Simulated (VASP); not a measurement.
```
La2O3
1.0
    1.96268    -3.39946     0.00000
    1.96268     3.39946     0.00000
    0.00000     0.00000     6.08557
La O
2 3
Cartesian
  1.96268   1.13316   1.49206
  1.96268  -1.13316   4.59351
  0.00000   0.00000   6.08557
  1.96268   1.13316   3.93201
  1.96268  -1.13316   2.15356
```

Method: optB86b-vdW, VASP's PBE PAW potentials (set 64) (plane waves; VASP). Run with 520 eV cut-off, Gaussian smearing of 0.050 eV, potentials La O.

Problem. Predict the band gap (along the path) with the smallest direct gap where there is one.

Solution. 
The band gap (along the path) comes out as 3.84 eV and the smallest direct gap (along the path) is 3.94 eV.

The absolute energy has meaning only against runs of the same code, potentials and settings.

The compound is La2O3 in the a-type structure. It was relaxed first.
